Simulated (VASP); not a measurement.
# A VASP study of TiO2 (Rutile) (LDA): structure first, properties next

Aim: relax TiO2 (Rutile) with LDA, compute its properties on that cell and hold them against experiment. The steps: relaxing cell and atoms (LDA), second relaxation, single point with fields (LDA), bands along the symmetry lines (LDA), density of states (LDA), zone-centre phonons (LDA), optical spectrum (LDA), bands along the symmetry lines (HSE06) and bands along the symmetry lines (TB-mBJ). The start is a cell from a database of measured crystal structures.

Method: LDA; plane waves and PAW (Ti_sv, O), in the first sound run; inputs show where later runs differ, in VASP 6.6.1.

The experiments to compare with:

For TiO2, rutile (bulk substrate material, quoted from earlier work), “Strain-stabilized superconductivity” (2020, arxiv:2005.06543) quotes earlier work: lattice constant a 4.594 Å [literature value for the substrate]; lattice constant c 2.959 Å [literature value for the substrate].

For TiO2, rutile (literature experimental value), “Hydrogen related defects in titanium dioxide at the interface to palladium” (2021, arxiv:2112.05953) quotes earlier work: band gap 3.05 eV [Literature gap; measurement temperature and type of gap (optical or fundamental) not …].

For TiO2, rutile (pristine sintered pellet), “Sensitivity of Anatase and Rutile Phases of TiO2 to ion irradiation: Examination of the applicability of Coulomb Explosion and Thermal Spike Models” (2018, pmc:6079046) gives, by Raman, 785 nm excitation: Raman mode (Eg) 447 cm⁻¹; Raman mode (A1g) 608 cm⁻¹.

This is a report of a sequence of runs, with most program output left out.

## 1. Starting point

Before any relaxation, the start is as follows. Symmetry: P4_2/mnm, No. 136, tetragonal system. The conventional cell has a = 4.592 Å, b = 4.592 Å, c = 2.957 Å, α = 90.00°, β = 90.00°, γ = 90.00°. Nearest to Ti lie 6 O at 1.95 to 1.98 Å. Nearest to O lie 3 Ti at 1.95 to 1.98 Å. Farther neighbours and most contacts between anions are not listed.

Structure file:

```cif
data_structure
_symmetry_space_group_name_H-M 'P 1'
_symmetry_Int_Tables_number 1
_cell_length_a 4.5922
_cell_length_b 4.5922
_cell_length_c 2.9574
_cell_angle_alpha 90.000
_cell_angle_beta 90.000
_cell_angle_gamma 90.000
_cell_volume 62.37
loop_
_atom_site_label
_atom_site_type_symbol
_atom_site_fract_x
_atom_site_fract_y
_atom_site_fract_z
_atom_site_occupancy
Ti1 Ti 0.00000 0.00000 0.00000 1
Ti2 Ti 0.50000 0.50000 0.50000 1
O3 O 0.30496 0.30496 0.00000 1
O4 O 0.19504 0.80496 0.50000 1
O5 O 0.69504 0.69504 0.00000 1
O6 O 0.80496 0.19504 0.50000 1
```

## 2. Relaxing cell and atoms (LDA)

Properties are meant for the cell that this level of theory prefers, so cell and atoms are relaxed first (ISIF = 3) until forces and stress are small; EDIFFG sets the threshold. LDA, the lowest rung, knows the local density alone.

INCAR

```
SYSTEM = TiO2
PREC = Accurate
ENCUT = 520
EDIFF = 1E-06
NELM = 100
ISMEAR = 0
SIGMA = 0.05
LREAL = .FALSE.
ALGO = Normal
GGA = CA
NBANDS = 30
LASPH = .TRUE.
LORBIT = 11
LWAVE = .FALSE.
LCHARG = .FALSE.
KPAR = 4
IBRION = 2
NSW = 60
ISIF = 3
EDIFFG = -0.01
```

POSCAR

```
TiO2
1.0
    4.5922000000      0.0000000000      0.0000000000
    0.0000000000      4.5922000000      0.0000000000
    0.0000000000      0.0000000000      2.9574000000
Ti O
2 4
Direct
    0.0000000000      0.0000000000      0.0000000000
    0.5000000000      0.5000000000      0.5000000000
    0.3049600000      0.3049600000      0.0000000000
    0.1950400000      0.8049600000      0.5000000000
    0.6950400000      0.6950400000      0.0000000000
    0.8049600000      0.1950400000      0.5000000000
```

KPOINTS

```
Automatic mesh
0
Gamma
5 5 8
0 0 0
```

The projector-augmented-wave data sets are Ti_sv and O (LDA family, release 64).

On the command line:

```console
mpirun -np 4 vasp_std
```

It took 23 s on 4 MPI ranks of Intel Xeon 6975P-C (Granite Rapids), shared host; peak memory 0.72 GiB; 88 s of CPU time.

The gap is read on the k-mesh alone, so it is an upper bound where the band edges lie off the mesh. The run keeps the 16 symmetry operations of its start, so it cannot find a distortion of lower symmetry.

Relaxation path:

| step | energy less that of the first step (eV) | largest force (eV/Å) | pressure (GPa) | volume (Å³) |
| --- | --- | --- | --- | --- |
| 1 | 0.0000 | 0.0034 | -6.74 | 62.37 |
| 2 | 0.0373 | 0.3762 | 10.72 | 58.50 |
| 3 | -0.0370 | 0.1448 | -0.06 | 60.73 |
| 4 | -0.0370 | 0.1477 | 0.03 | 60.70 |
| 5 | -0.0391 | 0.0148 | 0.05 | 60.61 |
| 6 | -0.0391 | 0.0004 | 0.08 | 60.60 |

| conventional cell, symmetrised | before | after | change |
| --- | --- | --- | --- |
| a (Å) | 4.592 | 4.554 | -0.8 % |
| b (Å) | 4.592 | 4.554 | -0.8 % |
| c (Å) | 2.957 | 2.922 | -1.2 % |
| volume (Å³/atom) | 10.39 | 10.10 | -2.8 % |

Final coordinates:

```xyz
6
Lattice="4.5539 0.0000 0.0000 0.0000 4.5539 0.0000 0.0000 0.0000 2.9223" Properties=species:S:1:pos:R:3 pbc="T T T"
Ti    0.0000    0.0000    0.0000
Ti    2.2769    2.2769    1.4612
O     1.3838    1.3838    0.0000
O     0.8932    3.6607    1.4612
O     3.1701    3.1701    0.0000
O     3.6607    0.8932    1.4612
```

Numbers from this step:

- electrons: 48
- bands: 30
- irreducible k points: 30
- symmetry operations: 16
- free energy (TOTEN): -58.7816 eV
- Fermi energy: 5.238 eV
- pressure: 0.08431 GPa
- metallic: no
- valence top at k: 0, 0, 0
- conduction bottom at k: 0, 0, 0
- least direct gap at k: 0, 0, 0
- SCF cycles over all ionic steps: 51
- gap on the k-mesh: 1.813 eV
- least direct gap on the k-mesh: 1.813 eV

It ends with forces under 0.001 eV/Å and a pressure of 0.08 GPa. The volume lies -2.8 % from that of the database's start, which holds the thermal and zero-point expansion of its experiment.

## 3. Second relaxation

The basis stayed that of the start cell while the cell moved. A rerun from the cell reached resets it; the error of the finite cutoff stays.

INCAR is that of step 2.

POSCAR

```
TiO2
1.0
    4.5538770754      0.0000000000      0.0000000000
    0.0000000000      4.5538770754      0.0000000000
    0.0000000000      0.0000000000      2.9223175183
Ti O
2 4
Direct
    0.0000000000      0.0000000000      0.0000000000
    0.5000000000      0.5000000000      0.5000000000
    0.3038648979      0.3038648979      0.0000000000
    0.1961351021      0.8038648979      0.5000000000
    0.6961351021      0.6961351021      0.0000000000
    0.8038648979      0.1961351021      0.5000000000
```

KPOINTS is that of step 2.

On the command line:

```console
mpirun -np 4 vasp_std
```

Run time: 7.2 s. Hardware: 4 MPI ranks; peak memory 0.66 GiB.

Little changed from the start: no atom moved by 0.005 Å and no cell edge by 0.1 %.

This step gave:

- free energy (TOTEN): -58.7789 eV
- Fermi energy: 5.245 eV
- pressure: 0.1485 GPa
- SCF cycles over all ionic steps: 15
- gap on the k-mesh: 1.814 eV
- least direct gap on the k-mesh: 1.814 eV

It ends with a largest force of 0.001 eV/Å and a pressure of 0.15 GPa. The volume moved by under 0.01 %: the run met its threshold at the first step.

## 4. Single point with fields (LDA)

A single point on the relaxed cell gives a clean self-consistent state, with density, ELF and potential written out.

INCAR: that of step 3 with these lines changed.

```diff
@@ -14,7 +14,5 @@
 LWAVE = .FALSE.
-LCHARG = .FALSE.
-KPAR = 4
-IBRION = 2
-NSW = 60
-ISIF = 3
-EDIFFG = -0.01
+LCHARG = .TRUE.
+ISIF = 2
+LELF = .TRUE.
+LVHAR = .TRUE.
```

POSCAR is that of step 3.

KPOINTS is that of step 3.

On the command line:

```console
mpirun -np 4 vasp_std
```

Wall time 9 s (4 MPI ranks); peak memory 0.48 GiB.

Numbers from this step:

```yaml
electronic_steps: 16
bands: 32
fermi_energy: 5.209 eV
pressure: 0.1026 GPa
```

Valence electrons inside each PAW sphere by angular momentum. Sphere charges, by row:

| atom | s (e) | p (e) | d (e) | tot (e) |
| --- | --- | --- | --- | --- |
| Ti1 | 2.234 | 6.329 | 1.78 | 10.34 |
| Ti2 | 2.234 | 6.329 | 1.78 | 10.34 |
| O3 | 1.563 | 3.493 | 0 | 5.056 |
| O4 | 1.563 | 3.493 | 0 | 5.056 |
| O5 | 1.563 | 3.493 | 0 | 5.056 |
| O6 | 1.563 | 3.493 | 0 | 5.056 |

Electrostatic potential energy in the ab plane at fractional z = 0.000, with atoms of Ti and O within 0.2 Å of it. With pseudopotentials it is smooth inside the atoms' cores, unlike the true potential.

Values in eV, 14 rows by 14 columns, each cell a mean:
```
-59 -54 -31  -5   2   5   6   6   6   4   0 -13 -41 -58
-46 -36 -16  -1   3   5   6   6   4   0  -3  -6 -24 -41
-16 -10  -2   2   4   5   5   4  -6 -30 -33 -12  -6 -13
  0   1   2   4   4   4   4   1 -29 -52 -52 -33  -3   0
  4   4   4   5   4   3   3   0 -28 -52 -52 -30   0   4
  6   6   6   5   4   2   1   0  -8 -28 -29  -6   4   6
  6   6   6   4   2   1   0   0   0   0   1   4   6   6
  6   6   4  -5 -13  -8  -1   0   1   3   4   5   6   6
  5   4  -3 -38 -51 -42  -8   1   2   3   4   5   5   5
  2   1  -9 -49 -51 -51 -13   2   4   4   4   4   3   2
 -6  -4  -6 -36 -49 -38  -5   4   5   5   4   2  -1  -5
-36 -26 -10  -6  -9  -3   4   6   6   4   2  -2 -16 -31
-57 -49 -26  -4   1   4   6   6   6   4   1 -10 -36 -54
-59 -57 -36  -6   2   5   6   6   6   4   0 -16 -46 -59
```
Columns run along a (4.6 Å; values clipped at the 3rd and 97th percentile), rows up along b (4.6 Å). Atoms in or near the plane, at fractional coordinates: Ti at (0.00, 0.00), O at (0.30, 0.30), O at (0.70, 0.70).

ELF in the ab plane at fractional z = 0.000, with atoms of Ti and O within 0.2 Å of it. It is the smooth field of the valence electrons, not physical close to the nuclei.

Ten even steps from '_' (0.02) to '@' (0.97), each cell a mean:
```
@@##::__________::--::..==%%
++--..________--**####--::==
..__________..++%%%%%%##--..
____________::##%%++++%%##::
____________::**%%++++%%##--
________......==##%%%%%%**::
____::++++==::..==**##++--__
__--**%%%%##++::..::::..____
..++%%##**####==..__________
__==%%##==**%%++..__________
__::**%%####%%++____________
--::--**%%%%**::________..::
%%**::::==++--__________--##
@@%%--____..__________..++@@
```
Columns run along a (4.6 Å), rows up along b (4.6 Å). Atoms in or near the plane, at fractional coordinates: Ti at (0.00, 0.00), O at (0.30, 0.30), O at (0.70, 0.70).

Valence density in the ab plane at fractional z = 0.000, with atoms of Ti and O within 0.2 Å of it. It is the smooth field of the valence electrons, not physical close to the nuclei.

Ten even steps from '0' (0 e/Å³) to '9' (13 e/Å³), each cell a mean:
```
74000000000025
21000000000002
00000000022100
00000000245200
00000000244200
00000000022000
00000000000000
00001000000000
00024200000000
00135410000000
00023200000000
10001000000000
53000000000014
95100000000027
```
Columns run along a (4.6 Å), rows up along b (4.6 Å). Atoms in or near the plane, at fractional coordinates: Ti at (0.00, 0.00), O at (0.30, 0.30), O at (0.70, 0.70).

In this run the pressure is 0.10 GPa, small enough to go on.

## 5. Bands along the symmetry lines (LDA)

The mesh alone shows little of the dispersion and can miss band extrema, so KPOINTS_OPT adds a path through the symmetry points after the self-consistent cycle.

INCAR

```
SYSTEM = TiO2
PREC = Accurate
ENCUT = 520
EDIFF = 1E-06
NELM = 100
ISMEAR = 0
SIGMA = 0.05
LREAL = .FALSE.
ALGO = Normal
GGA = CA
NBANDS = 40
LASPH = .TRUE.
LORBIT = 11
LWAVE = .FALSE.
LCHARG = .FALSE.
KPAR = 4
```

POSCAR is that of step 4.

KPOINTS is that of step 4.

KPOINTS_OPT

```
Line mode
16
Line-mode
Reciprocal
  0.00000000   0.00000000   0.00000000 GAMMA
  0.00000000   0.50000000   0.00000000 X

  0.00000000   0.50000000   0.00000000 X
  0.50000000   0.50000000   0.00000000 M

  0.50000000   0.50000000   0.00000000 M
  0.00000000   0.00000000   0.00000000 GAMMA

  0.00000000   0.00000000   0.00000000 GAMMA
  0.00000000   0.00000000   0.50000000 Z

  0.00000000   0.00000000   0.50000000 Z
  0.00000000   0.50000000   0.50000000 R

  0.00000000   0.50000000   0.50000000 R
  0.50000000   0.50000000   0.50000000 A

  0.50000000   0.50000000   0.50000000 A
  0.00000000   0.00000000   0.50000000 Z

  0.00000000   0.50000000   0.00000000 X
  0.00000000   0.50000000   0.50000000 R

  0.50000000   0.50000000   0.00000000 M
  0.50000000   0.50000000   0.50000000 A
```

On the command line:

```console
mpirun -np 4 vasp_std
```

Elapsed: 28 s, on 4 MPI ranks; peak memory 0.89 GiB; 1.7 min of CPU time.

Numbers from this step:

- electronic steps: 17
- bands: 40
- Fermi energy: 5.271 eV
- pressure: 0.1183 GPa
- least gap on mesh and path: 1.814 eV
- least direct gap on mesh and path: 1.814 eV

Electronic bands along the path, in eV, zero at the valence-band top; v1 is the highest filled band, c1 the lowest empty one:

| point | v4 | v3 | v2 | v1 | c1 | c2 | c3 | c4 |
| --- | --- | --- | --- | --- | --- | --- | --- | --- |
| Γ | -0.70 | -0.48 | -0.48 | 0.00 | 1.81 | 2.09 | 2.40 | 2.51 |
| 0.53 of the way | -1.63 | -1.13 | -0.89 | -0.28 | 2.16 | 2.47 | 2.79 | 2.87 |
| X | -1.69 | -1.69 | -0.78 | -0.78 | 2.52 | 2.52 | 3.09 | 3.09 |
| 0.53 of the way | -1.49 | -1.49 | -1.19 | -1.19 | 2.21 | 2.21 | 2.78 | 2.78 |
| M | -1.32 | -1.32 | -1.11 | -1.11 | 1.85 | 1.85 | 2.54 | 2.54 |
| 0.47 of the way | -1.84 | -1.27 | -1.18 | -0.49 | 1.89 | 2.53 | 2.55 | 3.09 |
| Γ | -0.70 | -0.48 | -0.48 | 0.00 | 1.81 | 2.09 | 2.40 | 2.51 |
| 0.53 of the way | -1.78 | -1.67 | -1.67 | -0.61 | 2.23 | 2.59 | 2.95 | 3.25 |
| Z | -2.57 | -2.57 | -1.47 | -1.47 | 3.03 | 3.03 | 3.26 | 3.26 |
| 0.53 of the way | -1.86 | -1.86 | -1.70 | -1.70 | 2.40 | 2.40 | 3.28 | 3.28 |
| R | -2.15 | -2.15 | -1.10 | -1.10 | 1.85 | 1.85 | 3.28 | 3.28 |
| 0.53 of the way | -1.59 | -1.59 | -0.89 | -0.89 | 2.17 | 2.17 | 3.30 | 3.30 |
| A | -1.38 | -1.38 | -0.68 | -0.68 | 2.61 | 2.61 | 3.23 | 3.23 |
| 0.53 of the way | -2.06 | -1.72 | -1.46 | -1.38 | 2.13 | 2.84 | 3.25 | 3.28 |
| Z | -2.57 | -2.57 | -1.47 | -1.47 | 3.03 | 3.03 | 3.26 | 3.26 |
| jump to X | -1.69 | -1.69 | -0.78 | -0.78 | 2.52 | 2.52 | 3.09 | 3.09 |
| 0.47 of the way | -2.10 | -2.10 | -0.85 | -0.85 | 2.61 | 2.61 | 3.23 | 3.23 |
| R | -2.15 | -2.15 | -1.10 | -1.10 | 1.85 | 1.85 | 3.28 | 3.28 |
| jump to M | -1.32 | -1.32 | -1.11 | -1.11 | 1.85 | 1.85 | 2.54 | 2.54 |
| 0.53 of the way | -1.88 | -1.88 | -1.30 | -1.30 | 2.77 | 2.77 | 2.93 | 2.93 |
| A | -1.38 | -1.38 | -0.68 | -0.68 | 2.61 | 2.61 | 3.23 | 3.23 |

Of the projections kept (Ti, O), the largest for each band there; the rest of the weight can lie on other orbitals:

| point | v4 | v3 | v2 | v1 | c1 | c2 | c3 | c4 |
| --- | --- | --- | --- | --- | --- | --- | --- | --- |
| Γ | O 0.96 | O 0.99 | O 0.99 | O 0.95 | Ti 0.98 | Ti 0.90 | Ti 0.96 | Ti 1.00 |
| X | O 0.83 | O 0.83 | O 0.96 | O 0.96 | Ti 0.87 | Ti 0.87 | Ti 0.91 | Ti 0.91 |
| M | O 0.93 | O 0.93 | O 0.94 | O 0.94 | Ti 0.96 | Ti 0.96 | Ti 1.00 | Ti 1.00 |
| Γ | O 0.96 | O 0.99 | O 0.99 | O 0.95 | Ti 0.98 | Ti 0.90 | Ti 0.96 | Ti 1.00 |
| Z | O 0.82 | O 0.82 | O 0.87 | O 0.87 | Ti 0.84 | Ti 0.84 | Ti 0.95 | Ti 0.95 |
| R | O 0.74 | O 0.74 | O 0.99 | O 0.99 | Ti 0.98 | Ti 0.98 | Ti 0.96 | Ti 0.96 |

The path finds the gap of the mesh within 0.02 eV, so the mesh comes close to both band edges.

## 6. Density of states (LDA)

A density of states needs more k-points than a total energy; ISMEAR = -5 takes tetrahedra, and LORBIT projects the states on the PAW spheres. The mesh is finer than in the run before.

INCAR: that of step 5 with these lines changed.

```diff
@@ -5,3 +5,3 @@
 NELM = 100
-ISMEAR = 0
+ISMEAR = -5
 SIGMA = 0.05
@@ -16 +16,2 @@
 KPAR = 4
+NEDOS = 2001
```

POSCAR is that of step 5.

KPOINTS

```
Automatic mesh
0
Gamma
7 7 11
0 0 0
```

On the command line:

```console
mpirun -np 4 vasp_std
```

It took 19 s on 4 MPI ranks; peak memory 0.87 GiB; 70 s of CPU time.

This step gave:

```yaml
irreducible_k_points: 60
free_energy_toten: -58.7790 eV
fermi_energy: 4.899 eV
pressure: 0.1193 GPa
```

The density of states has structure finer than the step of the table below, so its rows give means over 0.5 eV, whole bins alone (the curve runs from -12.0 to 5.2 eV). Peaks (eV: height): total -5.00: 6.99, -4.28: 7.92, 2.71: 7.39, 3.27: 9.91; O p -4.28: 4.10, -2.51: 4.04, -1.79: 4.28, -0.91: 3.85; Ti d -4.28: 1.92, 2.71: 5.93, 3.27: 8.41, 3.92: 4.32; Ti p -4.52: 0.233, -4.28: 0.212, -2.51: 0.362, -1.79: 0.207; Ti s -5.00: 0.225, -4.52: 0.145, -3.80: 0.120, -3.23: 0.0952.

States under -12.0 eV and over 5.2 eV are left out. The density of states by energy, zero at the valence-band top; means over each step; values in states/eV/cell:

| energy (eV) | total | O p | Ti d | Ti p | Ti s | O s |
| --- | --- | --- | --- | --- | --- | --- |
| -6.5 | 0 | 0 | 0 | 0 | 0 | 0 |
| -6.0 | 0.0966 | 0.0459 | 0.0176 | 6.6e-4 | 0.00878 | 5.9e-4 |
| -5.5 | 1.69 | 0.810 | 0.353 | 0.0296 | 0.0974 | 0.00868 |
| -5.0 | 5.66 | 2.68 | 1.04 | 0.153 | 0.167 | 0.0166 |
| -4.5 | 6.28 | 3.16 | 1.26 | 0.202 | 0.124 | 0.0141 |
| -4.0 | 4.25 | 2.23 | 1.02 | 0.0757 | 0.0622 | 0.0173 |
| -3.5 | 3.44 | 1.89 | 0.530 | 0.0979 | 0.0835 | 0.0303 |
| -3.0 | 4.33 | 2.49 | 0.540 | 0.158 | 0.0776 | 0.0361 |
| -2.5 | 5.48 | 3.35 | 0.531 | 0.277 | 0.0652 | 0.0280 |
| -2.0 | 5.37 | 3.36 | 0.552 | 0.202 | 0.0316 | 0.0186 |
| -1.5 | 5.07 | 3.33 | 0.433 | 0.142 | 0.0220 | 0.0117 |
| -1.0 | 4.78 | 3.37 | 0.232 | 0.0811 | 0.0127 | 0.0123 |
| -0.5 | 1.35 | 0.991 | 0.0377 | 0.00892 | 0.00102 | 0.00358 |
| 0.0 | 0.175 | 0.133 | 0.00425 | 2.9e-4 | 1.4e-5 | 2.0e-4 |
| 0.5 | 0 | 0 | 0 | 0 | 0 | 0 |
| 1.0 | 0 | 0 | 0 | 0 | 0 | 0 |
| 1.5 | 4.0e-5 | 0 | 3.3e-5 | 0 | 4.0e-7 | 4.0e-7 |
| 2.0 | 2.32 | 0.122 | 1.90 | 0.00849 | 0.00946 | 0.00294 |
| 2.5 | 5.80 | 0.482 | 4.63 | 0.0284 | 0.0394 | 0.00954 |
| 3.0 | 6.83 | 0.697 | 5.51 | 0.0441 | 0.0179 | 0.0122 |
| 3.5 | 5.18 | 0.721 | 4.02 | 0.0174 | 0.0132 | 0.00681 |
| 4.0 | 3.42 | 0.629 | 2.52 | 0.00652 | 0.00226 | 0.00403 |
| 4.5 | 0.422 | 0.0684 | 0.326 | 5.3e-4 | 1.3e-4 | 0.00139 |

The gap on this mesh is 1.81 eV. In the top eV of the valence band the largest shares in the PAW spheres are O p 72 %; in the lowest eV of the conduction band, Ti d 80 % and O p 8 %. The rest lies in smaller channels or between the spheres.

## 7. Zone-centre phonons (LDA)

Zone-centre modes test whether the atoms sit at a minimum within this cell. IBRION = 8 takes the force constants from linear response, which needs tightly converged orbitals.

INCAR

```
SYSTEM = TiO2
PREC = Accurate
ENCUT = 520
EDIFF = 1E-08
NELM = 100
ISMEAR = 0
SIGMA = 0.05
LREAL = .FALSE.
ALGO = Normal
GGA = CA
NBANDS = 30
LASPH = .TRUE.
LORBIT = 11
LWAVE = .FALSE.
LCHARG = .FALSE.
KPAR = 4
IBRION = 8
LEPSILON = .TRUE.
ISIF = 2
```

POSCAR is that of step 6.

KPOINTS

```
Automatic mesh
0
Gamma
10 10 15
0 0 0
```

On the command line:

```console
mpirun -np 4 vasp_std
```

It took 22 min on 4 MPI ranks; peak memory 6 GiB.

Energies printed during the response cycles are not total energies of the cell.

This step gave:

- bands: 30
- irreducible k points: 168
- pressure of the cell: 0.09290 GPa
- largest force of the cell: 9.01e-4 eV/Å
- Fermi energy: 5.098 eV

Electronic dielectric tensor with local fields:

```
7.55 0.00 0.00
0.00 7.55 0.00
0.00 0.00 8.92
```

Ionic part of the static dielectric tensor:

```
141.0   0.0   0.0
  0.0 141.0   0.0
  0.0   0.0 238.1
```

Born effective charge (e), principal values of the symmetric part by kind of site:

| atom | atoms with these values | low | middle | high | mean |
| --- | --- | --- | --- | --- | --- |
| Ti1 | 2 | 5.32 | 7.36 | 7.66 | 6.78 |
| O3 | 4 | -4.98 | -3.83 | -1.36 | -3.39 |

In full for O3:

```
-3.17 -1.81  0.00
-1.81 -3.17  0.00
 0.00  0.00 -3.83
```

Infrared lines, with heights relative to the strongest:

| position (cm⁻¹) | lines merged | squared mode dipole, relative |
| --- | --- | --- |
| 109 | 1 | 0.0 |
| 137 | 1 | 0.0 |
| 144 | 1 | 83 |
| 149 | 2 | 100 |
| 385 | 2 | 11 |
| 395 | 1 | 0.0 |
| 418 | 1 | 0.0 |
| 464 | 2 | 0.0 |
| 490 | 2 | 26 |
| 612 | 1 | 0.0 |
| 817 | 1 | 0.0 |

Transverse limit, no LO-TO splitting. Modes at Γ, with each element's share of the kinetic energy:

| mode | frequency (cm⁻¹) | symmetry | IR | Ti % | O % |
| --- | --- | --- | --- | --- | --- |
| 1 | -0.3 | acoustic | 2.5e-5 | 60 | 40 |
| 2 | -0.2 | acoustic | 7.1e-6 | 60 | 40 |
| 3 | -0.2 | acoustic | 7.1e-6 | 60 | 40 |
| 4 | 108.8 | Bu | 0 | 99 | 1 |
| 5 | 136.8 | Bg | 0 | 0 | 100 |
| 6 | 144.4 | A2u | 6.1 | 40 | 60 |
| 7 | 148.7 | Eu | 3.7 | 42 | 58 |
| 8 | 148.7 | Eu | 3.7 | 42 | 58 |
| 9 | 384.8 | Eu | 0.40 | 51 | 49 |
| 10 | 384.8 | Eu | 0.40 | 51 | 49 |
| 11 | 395.0 | Bu | 0 | 1 | 99 |
| 12 | 418.3 | A2g | 0 | 0 | 100 |
| 13 | 464.2 | Eg | 0 | 0 | 100 |
| 14 | 464.2 | Eg | 6.3e-34 | 0 | 100 |
| 15 | 489.7 | Eu | 0.97 | 47 | 53 |
| 16 | 489.7 | Eu | 0.97 | 47 | 53 |
| 17 | 612.2 | A1g | 0 | 0 | 100 |
| 18 | 816.9 | Bg | 0 | 0 | 100 |

Displacements in mode 4 (108.8 cm⁻¹), the largest set to 1:
```
Ti1  0.00  0.00  1.00
Ti2  0.00  0.00 -1.00
O3   0.00  0.00 -0.14
O4   0.00  0.00  0.14
O5   0.00  0.00 -0.14
O6   0.00  0.00  0.14
```

Displacements in mode 18 (816.9 cm⁻¹), the largest set to 1:
```
Ti1  0.00  0.00  0.00
Ti2  0.00  0.00  0.00
O3  -1.00 -1.00  0.00
O4  -1.00  1.00  0.00
O5   1.00  1.00  0.00
O6   1.00 -1.00  0.00
```

The Born charges sum to zero; the printed set may have that rule imposed, so this is no test. Born charges and mode vectors give each infrared mode its dipole; summed over the modes, dipole squared over frequency squared adds 173 to the electronic 8.01, for a mean static constant of 181. By the characters of their eigenvectors the optical modes sort into (cm⁻¹) Raman active: Bg 137, Eg 464, A1g 612, Bg 817; infrared active: A2u 144, Eu 149, Eu 385, Eu 490; silent: Bu 109, Bu 395, A2g 418. B labels carry no number here, since it depends on the setting of the axes. With a centre of inversion no mode is active in both.

[end of part 1 of 2]

[Lines on the potential files, build, host, timing and source positions are cut from VASP's logs without a mark.]

[Logs are printed without paths, hosts, clocks, repeated set-up lines and the standing remarks that a program may print on its own settings, such as how far it seeks lower states.]

[Hosts, paths, dates, database ids (printed as entryN), source tags and the programs' standing remarks are cut or masked in the printed files.]

[A measured line is paired with the nearest computed mode of its activity, which favours agreement.]
